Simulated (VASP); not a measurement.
Output of a VASP run:

OSZICAR:
```
       N       E                     dE             d eps       ncg     rms          rms(c)
DAV:   1     0.515703774812E+02    0.51570E+02   -0.82833E+03  1520   0.122E+03
DAV:   2    -0.351629416358E+02   -0.86733E+02   -0.80366E+02  2096   0.233E+02
DAV:   3    -0.391964948252E+02   -0.40336E+01   -0.40031E+01  1872   0.510E+01
DAV:   4    -0.392482223853E+02   -0.51728E-01   -0.51629E-01  1900   0.658E+00
DAV:   5    -0.392494048627E+02   -0.11825E-02   -0.11819E-02  1840   0.970E-01    0.891E+00
DAV:   6    -0.374421966021E+02    0.18072E+01   -0.17724E+00  1788   0.925E+00    0.522E+00
DAV:   7    -0.368625182431E+02    0.57968E+00   -0.20012E+00  1760   0.991E+00    0.140E+00
DAV:   8    -0.368706340553E+02   -0.81158E-02   -0.61946E-02  1744   0.172E+00    0.104E-01
DAV:   9    -0.368705741961E+02    0.59859E-04   -0.12477E-03  1908   0.293E-01    0.586E-02
DAV:  10    -0.368708015148E+02   -0.22732E-03   -0.28757E-04  1820   0.145E-01    0.273E-02
DAV:  11    -0.368708027147E+02   -0.11999E-05   -0.42833E-06  1988   0.181E-02    0.290E-03
DAV:  12    -0.368708034968E+02   -0.78210E-06   -0.76279E-07  1372   0.782E-03
   1 F= -.37235799E+02 E0= -.37235841E+02  d E =-.372358E+02
```

OUTCAR:
```
------------------------ aborting loop because EDIFF is reached ----------------------------------------
 Edisp (eV)   -0.36500
  FORCE on cell =-STRESS in cart. coord.  units (eV):
  Direction    XX          YY          ZZ          XY          YZ          ZX
  --------------------------------------------------------------------------------------
  Total       0.01118     0.01118     0.01135    -0.00000     0.00000    -0.00000
  in kB       0.48879     0.48879     0.49647    -0.00000     0.00000    -0.00000
  external pressure =        0.49 kB  Pullay stress =        0.00 kB
  volume of cell :       36.63
      direct lattice vectors                 reciprocal lattice vectors
     1.233283357 -2.136108937  0.000000000     0.405421834 -0.234070459  0.000000000
     1.233283357  2.136108937  0.000000000     0.405421834  0.234070459  0.000000000
     0.000000000  0.000000000  6.952376105     0.000000000  0.000000000  0.143835717
 POSITION                                       TOTAL-FORCE (eV/Angst)
 -----------------------------------------------------------------------------------
      0.00000      0.00000      1.73809        -0.000000      0.000000      0.000000
      0.00000      0.00000      5.21428         0.000000     -0.000000      0.000000
      1.23328      0.71204      1.73809        -0.000000      0.000000     -0.000000
      1.23328     -0.71204      5.21428         0.000000     -0.000000     -0.000000
 -----------------------------------------------------------------------------------
    total drift:                               -0.000000     -0.000000      0.000000
  FREE ENERGIE OF THE ION-ELECTRON SYSTEM (eV)
  ---------------------------------------------------
  free  energy   TOTEN  =       -37.2357990178 eV

  energy  without entropy=      -37.2359252721  energy(sigma->0) =      -37.23584110

 reached required accuracy - stopping structural energy minimisation
```
(Selected blocks of OUTCAR.)

### POSCAR
```
C
1
    1.2332833568    -2.1361089369     0.0000000000
    1.2332833568     2.1361089369     0.0000000000
    0.0000000000     0.0000000000     6.9523761046
C
4
Direct
  0.0000000000   0.0000000000   0.2500000000
  0.0000000000   0.0000000000   0.7500000000
  0.3333330000   0.6666670000   0.2500000000
  0.6666670000   0.3333330000   0.7500000000
```

Question: Write an INCAR and KPOINTS that could have produced this output.

Answer: One answer among several that fit: the input of the run itself, PBE GGA with D3 dispersion (zero damping), plane waves, VASP's PBE PAW potentials (set 64).

INCAR:
```
SYSTEM = C
PREC = Accurate; ENCUT = 520; LREAL = .FALSE.
LASPH = .TRUE.
EDIFF = 1E-6; NELM = 100; ALGO = Normal
ISMEAR = 1; SIGMA = 0.1
GGA = PE; IVDW = 11
IBRION = 2; NSW = 60; ISIF = 3
EDIFFG = -0.02
LWAVE = .FALSE.; LCHARG = .FALSE.
```

KPOINTS:
```
Automatic
0
gamma
  13 13 4
0 0 0
```

POTCAR, in this order: C (PBE.64 set). Program: vasp_std.

The compound is C in the graphite structure. It was relaxed first. The start is the result of an earlier pass.
